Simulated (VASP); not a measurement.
All values below come from PBE GGA with D3 dispersion (zero damping), VASP's PBE PAW potentials (set 64) (plane waves; VASP).

A VASP calculation is set up with these files.

**INCAR**
```
SYSTEM = BP
PREC = Accurate; ENCUT = 520; LREAL = F
LASPH = T
EDIFF = 1E-7; NELM = 100; ALGO = Normal
ISMEAR = -5
GGA = PE; IVDW = 11
ISIF = 2
LWAVE = F; LCHARG = T; LORBIT = 11
NEDOS = 601
```

### POSCAR
```
BP
1
    0.0000000000     2.2617657445     2.2617657445
    2.2617657445     0.0000000000     2.2617657445
    2.2617657445     2.2617657445     0.0000000000
B P
1 1
Direct
  0.0000000000   0.0000000000   0.0000000000
  0.2500000000   0.2500000000   0.2500000000
```

### KPOINTS
```
Automatic mesh
0
Gamma
11 11 11
0 0 0
```

POTCAR, in this order: B P (PBE.64 set). Program: vasp_std.

The resulting files:

OSZICAR:
```
       N       E                     dE             d eps       ncg     rms          rms(c)
DAV:   1     0.101108979361E+02    0.10111E+02   -0.41363E+03   896   0.904E+02
DAV:   2    -0.134123677078E+02   -0.23523E+02   -0.23210E+02  1408   0.113E+02
DAV:   3    -0.136556980887E+02   -0.24333E+00   -0.24333E+00  1048   0.151E+01
DAV:   4    -0.136562422028E+02   -0.54411E-03   -0.54411E-03  1456   0.737E-01
DAV:   5    -0.136562423441E+02   -0.14137E-06   -0.14137E-06  1040   0.117E-02    0.731E+00
DAV:   6    -0.130297174930E+02    0.62652E+00   -0.16720E+00  1000   0.712E+00    0.398E+00
DAV:   7    -0.129358945487E+02    0.93823E-01   -0.26910E-01  1360   0.316E+00    0.131E+00
DAV:   8    -0.129276977021E+02    0.81968E-02   -0.28516E-02   984   0.117E+00    0.219E-01
DAV:   9    -0.129280053201E+02   -0.30762E-03   -0.49291E-04  1296   0.206E-01    0.125E-01
DAV:  10    -0.129281998476E+02   -0.19453E-03   -0.28624E-04   992   0.134E-01    0.268E-02
DAV:  11    -0.129282100649E+02   -0.10217E-04   -0.12816E-05  1272   0.314E-02    0.321E-02
DAV:  12    -0.129282108289E+02   -0.76398E-06   -0.31707E-06   984   0.117E-02    0.673E-03
DAV:  13    -0.129282107746E+02    0.54294E-07   -0.72867E-08   768   0.232E-03
   1 F= -.13279585E+02 E0= -.13279585E+02  d E =0.000000E+00
```

OUTCAR:
```
------------------------ aborting loop because EDIFF is reached ----------------------------------------
 Edisp (eV)   -0.35137
  FORCE on cell =-STRESS in cart. coord.  units (eV):
  Direction    XX          YY          ZZ          XY          YZ          ZX
  --------------------------------------------------------------------------------------
  Total       0.00012     0.00012     0.00012     0.00000     0.00000     0.00000
  in kB       0.00837     0.00837     0.00837     0.00000     0.00000     0.00000
  external pressure =        0.01 kB  Pullay stress =        0.00 kB
  volume of cell :       23.14
      direct lattice vectors                 reciprocal lattice vectors
     0.000000000  2.261765744  2.261765744    -0.221066218  0.221066218  0.221066218
     2.261765744  0.000000000  2.261765744     0.221066218 -0.221066218  0.221066218
     2.261765744  2.261765744  0.000000000     0.221066218  0.221066218 -0.221066218
  FREE ENERGIE OF THE ION-ELECTRON SYSTEM (eV)
  ---------------------------------------------------
  free  energy   TOTEN  =       -13.2795849420 eV

  energy  without entropy=      -13.2795849420  energy(sigma->0) =      -13.27958494

 total charge

# of ion       s       p       d       tot
------------------------------------------
    1        0.670   1.286   0.000   1.956
    2        0.992   1.583   0.000   2.575
--------------------------------------------------
tot          1.662   2.869   0.000   4.531
```
(Selected blocks of OUTCAR.)

The compound is BP in the zinc blende structure. It was relaxed first.
